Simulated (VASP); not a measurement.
Shape and ions are relaxed at each volume.

Data:

```yaml
crystal:
  lattice:
    - [1.37987, -2.39001, 0.00000]
    - [1.37987, 2.39001, 0.00000]
    - [0.00000, 0.00000, 4.41091]
  atoms:
    - { symbol: Tc, position: [0.33333, 0.66667, 0.25000] }
    - { symbol: Tc, position: [0.66667, 0.33333, 0.75000] }
```

All values below come from revPBE GGA, VASP's PBE PAW potentials (set 64) (plane waves; VASP 6.6.1). Run with 520 eV cut-off, 15×15×8 Γ-centred mesh, first-order Methfessel-Paxton smearing of 0.10 eV, potentials Tc_pv.

Task: Give the energy at these volumes per atom, relative to the lowest: 13.66, 14.10, 14.54, 14.97, 15.41 Å³.

Result: 54.6, 13.2, 0.0, 10.7, 41.7 meV/atom. A third-order Birch-Murnaghan fit gives B0 = 291 GPa and B0′ = 4.5.

Measured: bulk modulus 303 GPa at 0 K (computed value off by -4.0 %), as given by Vázquez-Parga, Fernández-Martínez, Viñes, J. Chem. Theory Comput. (2023), doi:10.1021/acs.jctc.3c00612, Supporting … [zero-point energy and finite temperature contributions removed].

The compound is Tc in the hcp structure. It was relaxed first.
